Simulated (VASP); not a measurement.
# Ga3F (Fm-3m) in VASP: further runs

Runs on Ga3F. Level: PBE. Tasks: single point, relaxation of cell and atoms.

Everything below comes from runs of VASP 6.6.1. Logs are shortened: lines on timing, memory, paths and dates and some standing lists are left out, and cuts for length are marked.

### Step 1. The cell of the first run

The structure is cubic, space group Fm-3m (No. 225). Conventional cell: a = 6.417 Å, b = 6.417 Å, c = 6.417 Å, α = 90.00°, β = 90.00°, γ = 90.00°. Ga (site symmetry -43m) has 4 Ga at 2.78 Å and 4 F at 2.78 Å as nearest neighbours. Around Ga (site symmetry m-3m) lie 8 Ga at 2.78 Å. F (site symmetry m-3m) has 8 Ga at 2.78 Å as nearest neighbours.

The cell was built by a generator and needn't be a form met in nature.

### Step 2. Single point, PBE (random cell by space group and Wyckoff sites (Fm-3m, No. 225))

Input file INCAR:

```
  PREC = Accurate
  ENCUT = 520
  EDIFF = 1E-7
  ISMEAR = 0
  SIGMA = 0.1
  LREAL = False
  LASPH = True
  NELM = 100
  ALGO = Fast
  ISIF = 2
  LWAVE = False
  LCHARG = False
  GGA = PE
  NBANDS = 31
```

Input file KPOINTS:

```
Automatic mesh
0
Gamma
  12 12 12
```

Input file POSCAR:

```
Ga3F
1.0
    0.0000000000      3.2082587965      3.2082587965
    3.2082587965      0.0000000000      3.2082587965
    3.2082587965      3.2082587965      0.0000000000
Ga F
3 1
Direct
    0.2500000000      0.2500000000      0.2500000000
    0.7500000000      0.7500000000      0.7500000000
    0.0000000000      0.0000000000      0.0000000000
    0.5000000000      0.5000000000      0.5000000000
```

Potentials or basis: VASP PAW PBE potentials, release 64 (Ga_d, F).

Run with:

```bash
$ cat potpaw_PBE.64/Ga_d/POTCAR potpaw_PBE.64/F/POTCAR > POTCAR
$ mpirun -np 1 vasp_std > vasp.out
```

OUTCAR:

```text
PREC = Accurate
   ENCUT = 520
   EDIFF = 1E-7
   ISMEAR = 0
   LREAL = False
   LASPH = True
   NELM = 100
   ISIF = 2
   GGA = PE

 ion  position               nearest neighbor table
   1  0.250  0.250  0.250-   3 2.78   3 2.78   3 2.78   3 2.78
   2  0.750  0.750  0.750-   3 2.78   3 2.78   3 2.78   3 2.78
   3  0.000  0.000  0.000-   2 2.78   2 2.78   2 2.78   1 2.78   1 2.78   1 2.78   2 2.78   1 2.78

   4  0.500  0.500  0.500-

  LATTYP: Found a face centered cubic cell.
 ALAT       =     6.4165175930

  Lattice vectors:

 A1 = (   0.0000000000,   3.2082587965,   3.2082587965)
 A2 = (   3.2082587965,   0.0000000000,   3.2082587965)
 A3 = (   3.2082587965,   3.2082587965,   0.0000000000)

Analysis of symmetry for initial positions (statically):
=====================================================================
 Subroutine PRICEL returns:
 Original cell was already a primitive cell.

 Routine SETGRP: Setting up the symmetry group for a
 face centered cubic supercell.

 Subroutine GETGRP returns: Found 48 space group operations
 (whereof 48 operations were pure point group operations)
 out of a pool of 48 trial point group operations.

The static configuration has the point symmetry O_h .

Analysis of symmetry for dynamics (positions and initial velocities):
=====================================================================
 Subroutine PRICEL returns:
 Original cell was already a primitive cell.

 Routine SETGRP: Setting up the symmetry group for a
 face centered cubic supercell.

 Subroutine GETGRP returns: Found 48 space group operations
 (whereof 48 operations were pure point group operations)
 out of a pool of 48 trial point group operations.

The dynamic configuration has the point symmetry O_h .

 Subroutine INISYM returns: Found 48 space group operations
 (whereof 48 operations are pure point group operations),
 and found     1 'primitive' translations

----------------------------------------------------------------------------------------

                                     Primitive cell

  volume of cell :      66.0447

  direct lattice vectors                    reciprocal lattice vectors
     0.000000000  3.208258797  3.208258797    -0.155847777  0.155847777  0.155847777
     3.208258797  0.000000000  3.208258797     0.155847777 -0.155847777  0.155847777
     3.208258797  3.208258797  0.000000000     0.155847777  0.155847777 -0.155847777

[... 88 lines left out ...]
   LREAL  =      F    real-space projection
   EDIFFG = 0.1E-05   stopping-criterion for IOM
   NSW    =      0    number of steps for IOM
   IBRION =     -1    ionic relax: 0-MD 1-quasi-New 2-CG
   NFREE  =      0    steps in history (QN), initial steepest desc. (CG)
   ISIF   =      2    stress and relaxation
   ISYM   =      2    0-nonsym 1-usesym 2-fastsym
   POTIM  = 0.5000    time-step for ionic-motion
   TEBEG  =    0.0;   TEEND  =   0.0 temperature during run
   PSTRESS=    0.0 pullay stress
   NELECT =      46.0000    total number of electrons
   NUPDOWN=      -1.0000    fix difference up-down
   EMIN   =  10.00;   EMAX   =-10.00  energy-range for DOS
   EFERMI =   0.00;   METHOD = LEGACY
   ISMEAR =     0;   SIGMA  =   0.10  broadening in eV -4-tet -1-fermi 0-gaus
   EFERMI_NEDOS =   21; number of points for ismear=-14 and -15
   IALGO  =     68    algorithm
   IMIX   =      4    mixing-type and parameters
     AMIX     =   0.40;   BMIX     =  1.00
     AMIX_MAG =   1.60;   BMIX_MAG =  1.00
  volume/ion in A,a.u.               =      16.51       111.42
  Fermi-wavevector in a.u.,A,eV,Ry     =   1.451158  2.742291 28.651961  2.105860
  Thomas-Fermi vector in A             =   2.568687
   LORBIT       =      0    0 simple, 1 ext, 2 COOP (PROOUT), +10 PAW based schemes
   GGA     = PE    functional components
   LHFCALC =     F    Hartree Fock is set to
   AEXX    =    0.0000 exact exchange contribution
   IVDW    =     0    specifies the selected vdW correction
   LEPSILON=     F    determine dielectric tensor
   LRPA    =     F    only Hartree local field effects (RPA)
 non-spin polarized calculation
 RMM-DIIS sequential band-by-band and
 Gauss-broadening in eV      SIGMA  =   0.10
  energy-cutoff  :      520.00
  volume of cell :       66.04
 maximum number of plane-waves:      1812
 NGX is ok and might be reduce to    36
   NGX = 17   NGY = 17   NGZ = 17

 number of electron      46.0000011 magnetization

 Free energy of the ion-electron system (eV)
  ---------------------------------------------------
  ext. energy  EPLUGINS =         0.00000000
  ---------------------------------------------------
  free energy    TOTEN  =       -12.66767435 eV

  energy without entropy =      -12.66072636  energy(sigma->0) =      -12.66420035

 E-fermi :   4.4913     XC(G=0): -10.8750

 val. band max:        4.4682023954   @ k =  -0.3333   0.0833   0.0000
 cond. band min:       4.4935639145   @ k =   0.1667   0.1667   0.0000
 fundamental gap:      0.0253615191
 Fermi energy:         4.4912575805

 k-point     1 :       0.0000    0.0000    0.0000
  band No.  band energies     occupation
      1     -17.4654      2.00000
      2     -10.3777      2.00000
      3     -10.3777      2.00000
      4     -10.3039      2.00000
      5     -10.3039      2.00000
      6     -10.3039      2.00000
[... 805 lines left out ...]
     30      13.2319      0.00000
     31      14.5950      0.00000

 [... further k-points ...]

------------------------ aborting loop because EDIFF is reached ----------------------------------------

  FORCE on cell =-STRESS in cart. coord.  units (eV):
  Direction    XX          YY          ZZ          XY          YZ          ZX
  --------------------------------------------------------------------------------------
  -------------------------------------------------------------------------------------
  Total        0.0056908      0.0056908      0.0056908      0.0000000      0.0000000     -0.0000000
  in kB        0.1380520      0.1380520      0.1380520      0.0000000      0.0000000     -0.0000000
  external PRESSURE =       0.1380520 kB  Pullay stress =       0.0000000 kB

 VOLUME and BASIS-vectors are now :
 -----------------------------------------------------------------------------
  energy-cutoff  :      520.00
  volume of cell :       66.04
      direct lattice vectors                 reciprocal lattice vectors
     0.000000000  3.208258797  3.208258797    -0.155847777  0.155847777  0.155847777
     3.208258797  0.000000000  3.208258797     0.155847777 -0.155847777  0.155847777
     3.208258797  3.208258797  0.000000000     0.155847777  0.155847777 -0.155847777

 POSITION                                       TOTAL-FORCE (eV/Angst)
 -----------------------------------------------------------------------------------
      1.60413      1.60413      1.60413         0.000000      0.000000     -0.000000
      4.81239      4.81239      4.81239        -0.000000     -0.000000      0.000000
      0.00000      0.00000      0.00000        -0.000000     -0.000000     -0.000000
      3.20826      3.20826      3.20826        -0.000000     -0.000000     -0.000000
 -----------------------------------------------------------------------------------
    total drift:                                0.000000      0.000000      0.000000

  FREE ENERGIE OF THE ION-ELECTRON SYSTEM (eV)
  ---------------------------------------------------
  free  energy   TOTEN  =       -12.6676743487 eV

  energy  without entropy=      -12.6607263564  energy(sigma->0) =      -12.66420035
```

OSZICAR:

```text
N       E                     dE             d eps       ncg     rms          rms(c)
DAV:   1     0.373698571976E+03    0.37370E+03   -0.22594E+04  5019   0.277E+03
DAV:   2     0.406457930218E+02   -0.33305E+03   -0.31440E+03  4694   0.556E+02
DAV:   3    -0.118789842130E+02   -0.52525E+02   -0.51311E+02  5102   0.160E+02
DAV:   4    -0.139257124569E+02   -0.20467E+01   -0.20429E+01  5595   0.352E+01
DAV:   5    -0.139635206408E+02   -0.37808E-01   -0.37799E-01  5095   0.469E+00    0.616E+00
RMM:   6    -0.127632263073E+02    0.12003E+01   -0.40072E+00  5881   0.953E+00    0.242E+00
RMM:   7    -0.126957098788E+02    0.67516E-01   -0.17770E-01  6065   0.225E+00    0.119E+00
RMM:   8    -0.126702924066E+02    0.25417E-01   -0.16756E-01  6061   0.207E+00    0.402E-01
RMM:   9    -0.126672941166E+02    0.29983E-02   -0.11880E-02  6200   0.861E-01    0.772E-02
RMM:  10    -0.126675868823E+02   -0.29277E-03   -0.27435E-03  6350   0.396E-01    0.479E-02
RMM:  11    -0.126677499666E+02   -0.16308E-03   -0.75651E-04  7254   0.201E-01    0.700E-02
RMM:  12    -0.126676916685E+02    0.58298E-04   -0.50607E-04  6869   0.103E-01    0.296E-02
RMM:  13    -0.126676740381E+02    0.17630E-04   -0.48155E-05  6948   0.359E-02    0.208E-03
RMM:  14    -0.126676744543E+02   -0.41625E-06   -0.58977E-06  6012   0.142E-02    0.209E-03
RMM:  15    -0.126676744422E+02    0.12193E-07   -0.13516E-06  4874   0.659E-03    0.216E-03
RMM:  16    -0.126676743487E+02    0.93494E-07   -0.26601E-07  3913   0.372E-03
   1 F= -.12667674E+02 E0= -.12664200E+02  d E =-.694799E-02
```

Wall time 77 s (1 thread of Intel Xeon 6975P-C (Granite Rapids), shared host); peak memory 0.28 GiB.

Results:

```yaml
Free_energy: -12.6677 eV
Pressure: 0.0 GPa
Band_gap_on_the_k_mesh: none (metal or under the smearing width)
```

Levels at points of the mesh, in eV from the Fermi level:
```tsv
k point	band 19	band 20	band 21	band 22	band 23	band 24	band 25	band 26	band 27	band 28
(0.00, 0.00, 0.00)	-3.76	-3.76	-1.07	1.02	1.02	1.02	1.51	1.66	1.66	1.66
(0.50, 0.00, 0.00)	-3.91	-3.91	-2.89	-1.03	-0.30	-0.30	3.13	3.13	3.43	7.85
(0.50, 0.50, 0.00)	-4.63	-4.63	-3.63	-2.20	-0.45	-0.45	2.74	6.92	6.92	7.97
```

### Step 3. Relaxation of cell and atoms, PBE (random cell by space group and Wyckoff sites (Fm-3m, No. 225))

Input file INCAR:

```
PREC = Accurate
ENCUT = 600
EDIFF = 1E-6
ISMEAR = 0
SIGMA = 0.1
LREAL = False
LASPH = True
NELM = 100
ALGO = Fast
ISIF = 3
LWAVE = False
LCHARG = False
GGA = PE
IBRION = 2
NSW = 100
EDIFFG = -0.01
```

Input file KPOINTS:

```
regular mesh
0
Gamma
  12 12 12
```

Input file POSCAR:

```
Ga3F
1.0
    0.0000000000      3.2475472600      3.2475472600
    3.2475472600      0.0000000000      3.2475472600
    3.2475472600      3.2475472600      0.0000000000
Ga F
3 1
Direct
    0.2500000000      0.2500000000      0.2500000000
    0.7500000000      0.7500000000      0.7500000000
    0.0000000000      0.0000000000      0.0000000000
    0.5000000000      0.5000000000      0.5000000000
```

Potentials or basis: VASP PAW PBE potentials, release 64 (Ga_d, F).

Run with:

```bash
$ cat potpaw_PBE.64/Ga_d/POTCAR potpaw_PBE.64/F/POTCAR > POTCAR
$ mpirun -np 1 vasp_std > vasp.out
```

Wall time 3.3 min (1 thread of Intel Xeon 6975P-C (Granite Rapids), shared host); peak memory 0.34 GiB.

It converged, with:

| Quantity | Value |
| --- | --- |
| Free energy | -12.6718 eV |
| Relaxed volume | 16.49 Å³/atom |
| Relaxed cell | a = 4.535 Å, b = 4.535 Å, c = 4.535 Å, α = 60.00°, β = 60.00°, γ = 60.00° |
| Space group after relaxing (to 0.05 Å) | Fm-3m (No. 225) |
| Energy gained by relaxing | 3.6 meV/atom |
| Ionic steps | 3 |
| Pressure after relaxing | 0.0 GPa |
| Band gap on the k mesh | none (metal or under the smearing width) |

The path:
| step | energy change (eV) | largest force (eV/Å) | pressure (GPa) | volume (Å³) |
| --- | --- | --- | --- | --- |
| 1 | 0.0000 | 0.0000 | -1.74 | 68.50 |
| 2 | -0.0133 | 0.0000 | -0.55 | 66.67 |
| 3 | -0.0146 | 0.0000 | -0.05 | 65.97 |

Final structure:
```yaml
crystal:
  lattice:
    - [0.00000, 3.20701, 3.20701]
    - [3.20701, 0.00000, 3.20701]
    - [3.20701, 3.20701, 0.00000]
  atoms:
    - { symbol: Ga, position: [0.25000, 0.25000, 0.25000] }
    - { symbol: Ga, position: [0.75000, 0.75000, 0.75000] }
    - { symbol: Ga, position: [0.00000, 0.00000, 0.00000] }
    - { symbol: F, position: [0.50000, 0.50000, 0.50000] }
```

Levels at points of the mesh, in eV from the Fermi level:
```csv
k point,band 20,band 21,band 22,band 23,band 24,band 25,band 26,band 27
"(0.00, 0.00, 0.00)",-3.76,-1.06,1.02,1.02,1.02,1.52,1.66,1.66
"(0.50, 0.00, 0.00)",-3.92,-2.89,-1.03,-0.30,-0.30,3.13,3.13,3.43
"(0.50, 0.50, 0.00)",-4.63,-3.63,-2.20,-0.45,-0.45,2.74,6.92,6.92
```

### Step 4. Single point, PBE (random cell by space group and Wyckoff sites (Fm-3m, No. 225))

Input file INCAR:

```
SYSTEM = Ga3F
  PREC = Accurate
  ENCUT = 520
  EDIFF = 1E-6
  ISMEAR = 0
  SIGMA = 0.1
  LREAL = .FALSE.
  LASPH = .TRUE.
  NELM = 100
  ALGO = Normal
  ISIF = 2
  LWAVE = .FALSE.
  LCHARG = .FALSE.
  GGA = PE
  NBANDS = 31
```

Input file KPOINTS:

```
Automatic mesh
0
G
  4 4 4
  0 0 0
```

POSCAR is that of step 3.

Potentials or basis: VASP PAW PBE potentials, release 64 (Ga_d, F).

Run with:

```bash
$ cat potpaw_PBE.64/Ga_d/POTCAR potpaw_PBE.64/F/POTCAR > POTCAR
$ mpirun -np 1 vasp_std > vasp.out
```

OUTCAR:

```text
SYSTEM = Ga3F
   PREC = Accurate
   ENCUT = 520
   EDIFF = 1E-6
   ISMEAR = 0
   LREAL = .FALSE.
   LASPH = .TRUE.
   NELM = 100
   ISIF = 2
   GGA = PE

 ion  position               nearest neighbor table
   1  0.250  0.250  0.250-   3 2.81   3 2.81   3 2.81   3 2.81
   2  0.750  0.750  0.750-   3 2.81   3 2.81   3 2.81   3 2.81
   3  0.000  0.000  0.000-   2 2.81   2 2.81   2 2.81   1 2.81   1 2.81   1 2.81   2 2.81   1 2.81

   4  0.500  0.500  0.500-

  LATTYP: Found a face centered cubic cell.
 ALAT       =     6.4950945200

[... 451 lines left out ...]
  Direction    XX          YY          ZZ          XY          YZ          ZX
  --------------------------------------------------------------------------------------
  -------------------------------------------------------------------------------------
  Total       -0.2056567     -0.2056567     -0.2056567      0.0000000      0.0000000     -0.0000000
  in kB       -4.8101333     -4.8101333     -4.8101333      0.0000000      0.0000000     -0.0000000
  external PRESSURE =      -4.8101333 kB  Pullay stress =       0.0000000 kB

 VOLUME and BASIS-vectors are now :
 -----------------------------------------------------------------------------
  energy-cutoff  :      520.00
  volume of cell :       68.50
      direct lattice vectors                 reciprocal lattice vectors
     0.000000000  3.247547260  3.247547260    -0.153962348  0.153962348  0.153962348
     3.247547260  0.000000000  3.247547260     0.153962348 -0.153962348  0.153962348
     3.247547260  3.247547260  0.000000000     0.153962348  0.153962348 -0.153962348

 POSITION                                       TOTAL-FORCE (eV/Angst)
 -----------------------------------------------------------------------------------
      1.62377      1.62377      1.62377         0.000000      0.000000      0.000000
      4.87132      4.87132      4.87132         0.000000     -0.000000     -0.000000
      0.00000      0.00000      0.00000        -0.000000      0.000000     -0.000000
      3.24755      3.24755      3.24755        -0.000000      0.000000     -0.000000
 -----------------------------------------------------------------------------------
    total drift:                                0.000000      0.000000      0.000000

  FREE ENERGIE OF THE ION-ELECTRON SYSTEM (eV)
  ---------------------------------------------------
  free  energy   TOTEN  =       -12.3911570860 eV

  energy  without entropy=      -12.3655625836  energy(sigma->0) =      -12.37835983
```

OSZICAR:

```text
N       E                     dE             d eps       ncg     rms          rms(c)
DAV:   1     0.369433978292E+03    0.36943E+03   -0.22844E+04   549   0.276E+03
DAV:   2     0.395508191165E+02   -0.32988E+03   -0.31151E+03   510   0.546E+02
DAV:   3    -0.117601152948E+02   -0.51311E+02   -0.50092E+02   552   0.160E+02
DAV:   4    -0.137118567011E+02   -0.19517E+01   -0.19476E+01   617   0.335E+01
DAV:   5    -0.137454555395E+02   -0.33599E-01   -0.33556E-01   581   0.436E+00    0.624E+00
DAV:   6    -0.124720683897E+02    0.12734E+01   -0.59876E+00   621   0.173E+01    0.271E+00
DAV:   7    -0.124214910393E+02    0.50577E-01   -0.51980E-01   550   0.416E+00    0.117E+00
DAV:   8    -0.123907556033E+02    0.30735E-01   -0.13182E-01   599   0.489E+00    0.238E-01
DAV:   9    -0.123908992463E+02   -0.14364E-03   -0.89508E-03   607   0.149E+00    0.952E-02
DAV:  10    -0.123911152531E+02   -0.21601E-03   -0.10625E-03   641   0.284E-01    0.369E-02
DAV:  11    -0.123911570330E+02   -0.41780E-04   -0.86049E-05   632   0.129E-01    0.605E-03
DAV:  12    -0.123911568518E+02    0.18123E-06   -0.24514E-05   560   0.404E-02    0.309E-03
DAV:  13    -0.123911570860E+02   -0.23425E-06   -0.35688E-06   418   0.348E-02
   1 F= -.12391157E+02 E0= -.12378360E+02  d E =-.255945E-01
```

Wall time 9.2 s (1 thread of Intel Xeon 6975P-C (Granite Rapids), shared host); peak memory 0.2 GiB.

What came out:

| Quantity | Value |
| --- | --- |
| Free energy | -12.3912 eV |
| Pressure | -0.5 GPa |
| Band gap on the k mesh | none (metal or under the smearing width) |

Caveat: the k mesh is coarse (spacing up to 0.42 Å⁻¹), so the values aren't converged.

### Step 5. Relaxation of cell and atoms, PBE (random cell by space group and Wyckoff sites (Fm-3m, No. 225))

Input file INCAR:

```
SYSTEM = Ga3F
  ALGO = Normal
  EDIFF = 1E-7
  EDIFFG = -0.04
  ENCUT = 600
  GGA = PE
  IBRION = 2
  ISIF = 3
  ISMEAR = 0
  LASPH = .TRUE.
  LCHARG = .FALSE.
  LREAL = .FALSE.
  LWAVE = .FALSE.
  NELM = 100
  NSW = 90
  PREC = Accurate
  SIGMA = 0.1
```

Input file KPOINTS:

```
k-points
0
G
  4 4 4
  0 0 0
```

POSCAR is that of step 4.

Run with:

```bash
$ cat potpaw_PBE.64/Ga_d/POTCAR potpaw_PBE.64/F/POTCAR > POTCAR
$ mpirun -np 1 vasp_std > vasp.out
```

Wall time 21 s (1 thread of Intel Xeon 6975P-C (Granite Rapids), shared host); peak memory 0.24 GiB.

Results (log left out):

| Item | Value |
| --- | --- |
| Free energy | -12.3933 eV |
| Relaxed volume | 17.02 Å³/atom |
| Relaxed cell | a = 4.583 Å, b = 4.583 Å, c = 4.583 Å, α = 60.00°, β = 60.00°, γ = 60.00° |
| Space group after relaxing (to 0.05 Å) | Fm-3m (No. 225) |
| Energy gained by relaxing | 0.2 meV/atom |
| Ionic steps | 2 |
| Pressure after relaxing | -0.1 GPa |
| Band gap on the k mesh | none (metal or under the smearing width) |

The path:
```
step  energy change (eV)  largest force (eV/Å)  pressure (GPa)  volume (Å³)
   1              0.0000                0.0000           -0.39        68.50
   2             -0.0006                0.0000           -0.13        68.09
```

Final structure:
```cif
data_structure
_symmetry_space_group_name_H-M 'P 1'
_symmetry_Int_Tables_number 1
_cell_length_a 4.5835
_cell_length_b 4.5835
_cell_length_c 4.5835
_cell_angle_alpha 60.000
_cell_angle_beta 60.000
_cell_angle_gamma 60.000
_cell_volume 68.09
loop_
_atom_site_label
_atom_site_type_symbol
_atom_site_fract_x
_atom_site_fract_y
_atom_site_fract_z
_atom_site_occupancy
Ga1 Ga 0.25000 0.25000 0.25000 1
Ga2 Ga 0.75000 0.75000 0.75000 1
Ga3 Ga 0.00000 0.00000 0.00000 1
F1 F 0.50000 0.50000 0.50000 1
```

Levels at points of the mesh, in eV from the Fermi level:
```
           k point  band 20  band 21  band 22  band 23  band 24  band 25  band 26  band 27
(0.00, 0.00, 0.00)    -3.57    -1.17     1.08     1.08     1.08     1.31     1.68     1.68
(0.50, 0.00, 0.00)    -3.72    -2.79    -1.09    -0.22    -0.22     3.12     3.12     3.33
(0.50, 0.50, 0.00)    -4.41    -3.61    -2.10    -0.38    -0.38     2.71     6.80     6.80
```

Caveat: the k mesh is coarse (spacing up to 0.42 Å⁻¹), so the values aren't converged.

### Step 6. Overview

```csv
task,cell,k mesh,cutoff (eV),mesh quality,gap on the mesh (eV),pressure (GPa),relaxed volume (Å³/atom)
single point,"random cell by space group and Wyckoff sites (Fm-3m, No. 225)",12 × 12 × 12,520,not flagged,none,0.0,-
relaxation of cell and atoms,"relaxed from: random cell by space group and Wyckoff sites (Fm-3m, No. 225)",12 × 12 × 12,600,not flagged,none,0.0,16.49
single point,"random cell by space group and Wyckoff sites (Fm-3m, No. 225)",4 × 4 × 4,520,coarse,none,-0.5,-
relaxation of cell and atoms,"relaxed from: random cell by space group and Wyckoff sites (Fm-3m, No. 225)",4 × 4 × 4,600,coarse,none,-0.1,17.02
```

Alike in all rows: level PBE; potentials or basis VASP PAW PBE potentials, release 64 (Ga_d, F); no spin polarisation; smearing gaussian 0.1 eV.

Caveats: some runs use coarse meshes.

Absolute energies hang on the potentials; compare differences alone.
